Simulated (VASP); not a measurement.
An input for Quantum ESPRESSO's pw.x (written as the equivalent of a VASP run, and not itself run):

```
&CONTROL
  calculation = 'scf'
  pseudo_dir = './pseudo'
  outdir = './out'
  tprnfor = .true.
  tstress = .true.
/
&SYSTEM
  ibrav = 0
  nat = 2
  ntyp = 2
  ecutwfc = 96
  occupations = 'tetrahedra'
  input_dft = 'vdw-df2'
/
&ELECTRONS
  conv_thr = 7.3e-09
  electron_maxstep = 100
/
ATOMIC_SPECIES
  Ga 69.723 Ga.upf
  Co 58.933 Co.upf
CELL_PARAMETERS angstrom
     2.9506644    0.0000000    0.0000000
     0.0000000    2.9506644    0.0000000
     0.0000000    0.0000000    2.9506644
ATOMIC_POSITIONS crystal
  Ga   0.5000000  0.5000000  0.5000000
  Co   0.0000000  0.0000000  0.0000000
K_POINTS automatic
  14 14 14 0 0 0
```

**Question.** Write the VASP files for the same calculation (vdW-DF2).

**Answer.** One answer among several that fit: 
INCAR:
```
PREC  =  Accurate
LUSE_VDW  =  .TRUE.
GGA  =  ML
ENCUT  =  520   ! plane-wave cut-off (eV)
ISMEAR  =  -5   ! tetrahedra, Bloechl
SYSTEM  =  CoGa
ZAB_VDW  =  -1.8867
AGGAC  =  0.0
EDIFF  =  1E-7   ! SCF stop (eV)
LASPH  =  .TRUE.
NEDOS  =  601
LWAVE  =  .FALSE.
ISIF  =  2
LORBIT  =  11   ! lm-projected
NELM  =  100   ! most electronic steps
ALGO  =  Normal   ! blocked Davidson
LMAXMIX  =  4   ! l cut-off of mixed one-centre charges
LREAL  =  .FALSE.   ! projection in real space or not
LCHARG  =  .TRUE.
```

### POSCAR
```
CoGa
2.9506640
  1.0000001473   0.0000000000   0.0000000000
  0.0000000000   1.0000001473   0.0000000000
  0.0000000000   0.0000000000   1.0000001473
Ga Co
1 1
direct
  0.5000000000   0.5000000000   0.5000000000
  0.0000000000   0.0000000000   0.0000000000
```

KPOINTS:
```
Automatic mesh
0
Gamma
14 14 14
0 0 0
```

POTCAR, in this order: Ga_d Co (PBE.64 set). Program: vasp_std.

The two are equivalent in intent, not identical: the potentials are each code's own (VASP's PAW set, PseudoDojo norm-conserving files in pw.x), so ENCUT and ecutwfc are chosen apart and not converted; conv_thr bounds pw.x's estimated SCF error, while EDIFF bounds the energy change between steps.

The compound is CoGa in the CsCl type structure. It was relaxed first, which changed the volume by +8 %.
